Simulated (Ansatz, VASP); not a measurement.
# ZrAl20 (S5(210) boundary in fcc Al with Zr (substitutional)): VASP beside Ansatz

Aim: how closely do two programs agree when they are given the same cell, functional and k mesh? Of the first pair: The structure shown is the start of the Ansatz relaxation below; VASP solves that cell, so the two are compared at the walk's first step.

Program: Ansatz 0.2.0. Level of theory: plane waves, with VASP 6.6.1 beside it; single point at PBE. Results are calculated unless marked as measured.

### 1. Starting point

The cell holds 21 atoms: 20 Al and 1 Zr. Cell: a = 4.958 Å, b = 4.048 Å, c = 30.008 Å, α = 90.0°, β = 90.0°, γ = 65.9°. It derives from Al. As first built, before any earlier steps moved the atoms (in the runner's words): plane [2, 1, 0]; removed 2; opened 0. Vacuum lies along c.

### 2. Ansatz: relaxation, PBE

Ansatz runs on its PAW soft_1 files.

The two programs are compared at the cell with which this relaxation starts, whose forces are those of its first step.

Input file input.yaml:

```yaml
crystal:
  lattice:
    - [4.957730497, 0.0, 0.0]
    - [1.6525768323, 3.6952741352, 0.0]
    - [0.0, 0.0, 30.0082257911]
  atoms:
    - { symbol: Al, position: [0.6, 0.7000000001, 0.1666209804] }
    - { symbol: Al, position: [0.2, 0.4000000001, 0.1967844967] }
    - { symbol: Al, position: [0.8, 0.1000000001, 0.226948013] }
    - { symbol: Al, position: [0.4, 0.8000000001, 0.2571115294] }
    - { symbol: Al, position: [1.0, 0.5000000001, 0.2872750457] }
    - { symbol: Al, position: [0.6, 0.2, 0.3174385621] }
    - { symbol: Al, position: [0.2, 0.9, 0.3476020784] }
    - { symbol: Al, position: [0.8, 0.6, 0.3777655948] }
    - { symbol: Al, position: [0.4, 0.3, 0.4079291111] }
    - { symbol: Zr, position: [0.0, 0.0, 0.4380926274] }
    - { symbol: Al, position: [0.8, 0.6, 0.4984196601] }
    - { symbol: Al, position: [0.2, 0.9, 0.5285831765] }
    - { symbol: Al, position: [0.6, 0.2, 0.5587466928] }
    - { symbol: Al, position: [1.0, 0.5000000001, 0.5889102092] }
    - { symbol: Al, position: [0.4, 0.8000000001, 0.6190737255] }
    - { symbol: Al, position: [0.8, 0.1000000001, 0.6492372419] }
    - { symbol: Al, position: [0.2, 0.4000000001, 0.6794007582] }
    - { symbol: Al, position: [0.6, 0.7000000001, 0.7095642745] }
    - { symbol: Al, position: [1.0, 1.0e-10, 0.7397277909] }
    - { symbol: Al, position: [0.4, 0.3000000001, 0.7698913072] }
    - { symbol: Al, position: [0.8, 0.6000000001, 0.8000548236] }
kpoints:
  mp_grid: { grid: [6, 6, 1] }
hamiltonian:
  xc: pbe
  pseudopotentials: { kind: paw, azcp: { folder: soft_1 } }
scf:
  occupations: { method: fermi_dirac, width: 0.1 }
relax:
  f_tol: 0.03
  max_steps: 80
  constraints: [{ sites: [0, 1, 2, 3] }]
```

On the command line:

```
$ ansatz run input.yaml --threads 4 --pin off --max-ram 15360MiB --backend cpu --events-out ev --progress --plain --runs-dir out
```

Numbers of over 12 decimals in the logs are rounded to 6 here.

The program printed:

```text
Engine: ansatz 0.2.0, aarch64-unknown-linux-gnu
Pseudopotentials: kind: paw
Pseudopotential: Al, paw, valence charge 3, recommended cutoff 420 eV (normal), soft_1/Al.paw.azcp
Pseudopotential: Zr, paw, valence charge 12, recommended cutoff 420 eV (normal), soft_1/Zr.paw.azcp
Functional definition: PBE
  parameter kappa = 0.804
  parameter beta = 0.066725
  exchange = pbe_x(kappa = kappa, mu = beta*pi^2/3)
  correlation = pbe_c(beta = beta)
Crystal: 21 atoms, lattice volume = 549.756 Å³
Basis set: ecut = 420 eV, 10749 PW (Γ), exchange–correlation on 72×60×432 points (8 copies of the dense FFT grid, shifted against one another)
Bands: 57, of which v1, the nominal top of the filled ones, is band 36 counted from 1 (35 counted from 0)
Symmetry: 2 space group operations
Space group: Cm (ITA 8), of the structure as read, at distance tolerance 8.2e-5 Å
k-points: 13 of 36 (time reversal used)
Non-local potential: Al, projectors of the file, l = 0: 2, l = 1: 2, l = 2: 1
Non-local potential: Zr, projectors of the file, l = 0: 3, l = 1: 2, l = 2: 2, l = 3: 1
PAW form: soft (Blöchl's): semilocal exchange-correlation on the pseudo side does not see the compensation charge
PAW one-centre angular grid: Al, 110 points (default); XC on 64 Gauss nodes
PAW one-centre angular grid: Zr, 590 points (default); XC on 64 Gauss nodes
Initial density: superposition of atomic densities (neutral atoms: chi_scale 0, normalization atom)
Initial wavefunctions: pseudopotential atomic-orbital guess
Functional: x = pbe(κ = 0.804, μ = 0.219515), c = pbe(β = 0.066725)
SCF iter   1: F=—  HF=-14934.302778 eV  |F-HF|=—  |Δ(HF+E_count)|=         —  Δρ=2.39e-2  dr2=6.65e1  ethr=3.10e-3  ⟨swp⟩=9.3  Hψ=4308  notcnv=0  defer=10
preconditioner: auto → LDOS  [metal: Δε(μ)=0.044 eV  Ē_g=6.116 eV  σ=0.100 eV  W_gap=0.11  n_scr=80 (ndim 8)  ℏωp=12.7 eV  f_vac=0.235  D(μ)=10.26/eV (n_scr^D=66)  β→1.0]
SCF iter   2: F=—  HF=-14931.414656 eV  |F-HF|=—  |Δ(HF+E_count)|=    2.89e0  Δρ=8.27e-3  dr2=1.48e0  ethr=3.10e-3  ⟨swp⟩=5.4  Hψ=1965  notcnv=0  defer=19
SCF iter   3: F=—  HF=-14931.344136 eV  |F-HF|=—  |Δ(HF+E_count)|=   7.05e-2  Δρ=2.08e-3  dr2=8.23e-2  ethr=2.05e-3  ⟨swp⟩=4.5  Hψ=1508  notcnv=0  defer=17
SCF iter   4: F=—  HF=-14931.330149 eV  |F-HF|=—  |Δ(HF+E_count)|=   1.40e-2  Δρ=4.82e-4  dr2=2.10e-3  ethr=1.14e-4  ⟨swp⟩=2.5  Hψ=1415  notcnv=0  defer=18
SCF iter   5: F=—  HF=-14931.330514 eV  |F-HF|=—  |Δ(HF+E_count)|=   3.65e-4  Δρ=1.73e-4  dr2=3.84e-4  ethr=2.92e-6  ⟨swp⟩=2.5  Hψ=1328  notcnv=0  defer=15
SCF iter   6: F=-14931.330497 eV  HF=-14931.330507 eV  |F-HF|=9.30e-6  |Δ(HF+E_count)|=   7.37e-6  Δρ=4.31e-5  dr2=2.17e-5  ethr=3.12e-8  ⟨swp⟩=4.1  Hψ=3085  notcnv=0
SCF 1 converged in 6 iterations: F = -14931.330497 eV  dr2 = 2.17e-5
  greatest PAW one-centre occupation: 0.997 electrons in one spin orbital (limit 2), on the Zr atom at site 9 (counted from 0), in its partial waves of l = 0
relax step   1: F+E_penalty+E_count = -14931.33049722 eV  Δ(F+E_penalty+E_count) = +0.000e0 eV  max|allowed force component| = 3.286e-1 eV/Å  Δτ_max = 0.0000 Å  (6 SCF iters, dr2 threshold 2.25e-5 eV, accepted)
[...]
relax step   2: F+E_penalty+E_count = -14931.49504615 eV  Δ(F+E_penalty+E_count) = -1.645e-1 eV  max|allowed force component| = 3.085e-1 eV/Å  Δτ_max = 0.1936 Å  (5 SCF iters, dr2 threshold 6.75e-6 eV, accepted)
[...]
relax step  18: F+E_penalty+E_count = -14932.33820531 eV  Δ(F+E_penalty+E_count) = -2.599e-2 eV  max|allowed force component| = 4.855e-2 eV/Å  Δτ_max = 0.1831 Å  (6 SCF iters, dr2 threshold 1.50e-6 eV, accepted)
[...]
relax step  19: F+E_penalty+E_count = -14932.35247337 eV  Δ(F+E_penalty+E_count) = -1.427e-2 eV  max|allowed force component| = 4.984e-2 eV/Å  Δτ_max = 0.1950 Å  (6 SCF iters, accepted)
[...]
relax step  20: F+E_penalty+E_count = -14932.36028955 eV  Δ(F+E_penalty+E_count) = -7.816e-3 eV  max|allowed force component| = 3.966e-2 eV/Å  Δτ_max = 0.1767 Å  (6 SCF iters, accepted)
[...]
relax step  21: F+E_penalty+E_count = -14932.36384884 eV  Δ(F+E_penalty+E_count) = -3.559e-3 eV  max|allowed force component| = 1.428e-2 eV/Å  Δτ_max = 0.0990 Å  (6 SCF iters, dr2 threshold 9.96e-7 eV, accepted)
[...]
relax step  22: F+E_penalty+E_count = -14932.36384900 eV  Δ(F+E_penalty+E_count) = -1.558e-7 eV  max|allowed force component| = 1.421e-2 eV/Å  Δτ_max = 0.0000 Å  (2 SCF iters, accepted)
SCF converged after 2 iterations
Free energy (F): -14932.363849 eV
Harris-Foulkes:  -14932.363849 eV  (|F-HF|=6.34e-8)
Internal energy: -14932.057538 eV  (E = F + TS)
E sigma→0 (E₀):  -14932.210694 eV
Entropy (-TS):   -0.306311 eV (-14.586 meV/atom)
Fermi energy:    3.823388 eV
--- Per-component energies (eV) ---
  E_band       = -236.457054
  E_kinetic    = 754.023781
  E_local      = -19629.244274  (includes V_loc(G=0)·N_el)
  E_nonlocal   = 277.880149
  E_hartree    = 9640.653013
  E_xc         = -900.616718
  E_vxc        = -755.628770  (∫ρ·V_xc dr)
  E_paw        = -12352.427942  (= ΣΔE_a)
  E_vpaw       = -164.800043  (= ΣTr[D̂ρ^β])
  E_aug_tail   = -0.000067  (compensation charges beyond the density's cutoff)
  E_ewald      = 7277.674519
  E_smearing   = -0.306311  (= −TS)
  E_closure    = -0.000000  (closes the sum)
  Σ components = -14932.363849   (vs F -14932.363849, Δ=0.00e0)
--- Forces (eV/Å), atoms counted from 1 ---
  atom   1  Al    -0.07985505     0.03571226     0.25021059
  atom   2  Al     0.00380141    -0.00170004    -0.17921054
  atom   3  Al     0.01802723    -0.00806202     0.00167937
  atom   4  Al     0.07243434    -0.03239362    -0.08817397
  atom   5  Al     0.00455297    -0.00203615    -0.00657412
  atom   6  Al    -0.00232954     0.00104180     0.00647130
  atom   7  Al     0.00008272    -0.00003699     0.00141885
  atom   8  Al    -0.00175123     0.00078317     0.00544929
  atom   9  Al    -0.00254856     0.00113975     0.00273743
  atom  10  Zr    -0.01090453     0.00487665    -0.01420981
  atom  11  Al    -0.00378245     0.00169156     0.00646833
  atom  12  Al    -0.00861956     0.00385478    -0.00649229
  atom  13  Al     0.00676528    -0.00302553     0.00841355
  atom  14  Al    -0.00345997     0.00154734     0.00151184
  atom  15  Al     0.00787998    -0.00352404    -0.00246331
  atom  16  Al     0.00176049    -0.00078731     0.00290650
  atom  17  Al     0.00357933    -0.00160073    -0.00225543
  atom  18  Al    -0.00440295     0.00196906    -0.00125760
  atom  19  Al     0.00132990    -0.00059475     0.00609680
  atom  20  Al    -0.00209185     0.00093550     0.00395841
  atom  21  Al    -0.00048546     0.00021711     0.00335793
  max |Σ_I F_I| component: 4.31e-5 eV/Å
--- Relaxed structure (22 steps of the walk, 22 accepted, 0 SCFs on fresh bases) ---
  F+E_penalty+E_count = -14932.36384900 eV   max|allowed force component| = 1.421e-2 eV/Å
  atoms:
    - { symbol: Al, position: [0.600000, 0.700000, 0.166621] }
    - { symbol: Al, position: [0.200000, 0.4, 0.1967844967] }
    - { symbol: Al, position: [0.800000, 0.100000, 0.226948] }
    - { symbol: Al, position: [0.400000, 0.800000, 0.2571115294] }
    - { symbol: Al, position: [1.014479, 0.492761, 0.287554] }
    - { symbol: Al, position: [0.625214, 0.187393, 0.317384] }
    - { symbol: Al, position: [0.239717, 0.880141, 0.347211] }
    - { symbol: Al, position: [0.835044, 0.582478, 0.377910] }
    - { symbol: Al, position: [0.447939, 0.276031, 0.409711] }
    - { symbol: Zr, position: [0.043682, -0.021841, 0.440228] }
    - { symbol: Al, position: [0.633798, 0.683101, 0.471271] }
    - { symbol: Al, position: [-0.165471, 1.082735, 0.529066] }
    - { symbol: Al, position: [0.249116, 0.375442, 0.504597] }
    - { symbol: Al, position: [0.544768, 0.727616, 0.576175] }
    - { symbol: Al, position: [-0.023973, 1.011986, 0.612377] }
    - { symbol: Al, position: [0.366444, 0.316778, 0.638587] }
    - { symbol: Al, position: [-0.241152, 0.620576, 0.668475] }
    - { symbol: Al, position: [0.150212, 0.924894, 0.700304] }
    - { symbol: Al, position: [0.546713, 0.226643, 0.729095] }
    - { symbol: Al, position: [-0.062589, 0.531294, 0.762393] }
    - { symbol: Al, position: [0.337869, 0.831066, 0.786509] }
```

(Part 1 of 3 ends here.)

[Lines on the potential files, build, host, timing and source positions are cut from VASP's logs without a mark.]

[Logs are printed without paths, hosts, clocks, repeated set-up lines and the standing remarks that a program may print on its own settings, such as how far it seeks lower states.]

[Hosts, paths, dates, database ids (printed as entryN), source tags and the programs' standing remarks are cut or masked in the printed files.]
